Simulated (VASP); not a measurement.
Given:

```yaml
crystal:
  lattice:
    - [0.00000, 3.25467, 2.15477]
    - [1.24589, 0.00000, 2.15477]
    - [1.24589, 3.25467, 0.00000]
  atoms:
    - { symbol: B, position: [0.00011, 0.00011, 0.99989] }
    - { symbol: N, position: [0.66659, 0.66659, 0.33341] }
```

Calculation: LDA (Ceperley-Alder, Perdew-Zunger), VASP's LDA PAW potentials (set 64) (plane waves; VASP). Settings: 520 eV cut-off, Gaussian smearing of 0.050 eV, potentials B N.

Problem. Give the energies of bands 2 to 6 at the high-symmetry points, in eV from the valence-band maximum.

Solution. 
| band | Γ | Y | T | Z | Σ0 | C0 | L |
|---|---|---|---|---|---|---|---|
| 2 | -4.39 | -6.79 | -9.03 | -9.36 | -8.38 | -8.37 | -9.20 |
| 3 | -1.59 | -1.63 | -4.50 | -4.42 | -7.04 | -7.19 | -4.44 |
| 4 | -1.58 | -1.58 | -1.93 | -0.47 | -0.89 | -0.70 | -1.24 |
| 5 | 4.77 | 9.98 | 3.21 | 5.89 | 3.73 | 4.88 | 4.25 |
| 6 | 11.31 | 11.24 | 9.79 | 9.33 | 12.09 | 12.70 | 9.82 |

The gap is indirect, 3.21 eV, from the valence maximum at A0-Z at 0.33 to the conduction minimum at T.

The structure comes from a computed database's BN entry (Fmm2); how it stands against other phases isn't given here. It was relaxed first, which changed the volume by -8 %.
